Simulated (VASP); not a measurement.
Here is the system:

```
Al3Sc
1.0
    4.04851     0.00000     0.00000
    0.00000     4.04851     0.00000
    0.00000     0.00000     4.04851
Sc Al
1 3
Direct
  0.00000   0.00000   0.00000
  0.00000   0.50000   0.50000
  0.50000   0.00000   0.50000
  0.50000   0.50000   0.00000
```

Method: PBE GGA with D3 dispersion (Becke-Johnson damping), VASP's PBE PAW potentials (set 64) (plane waves; VASP). Settings: 520 eV cut-off, 9×9×9 Γ-centred mesh, tetrahedra with Blöchl corrections, potentials Sc_sv Al.

The cores are frozen, which limits the accuracy of field gradients.

Q: Give the principal components of the electric field gradient (V/Å²) and the asymmetry η at each nucleus.

A: 
```csv
atom,Vxx,Vyy,Vzz,η
Sc1,0.0,0.0,0.0,-
Al2,-10.0,-10.0,20.0,0.00
Al3,-10.0,-10.0,20.0,0.00
Al4,-10.0,-10.0,20.0,0.00
```

The compound is Al3Sc in the L1_2 structure. It was relaxed first.
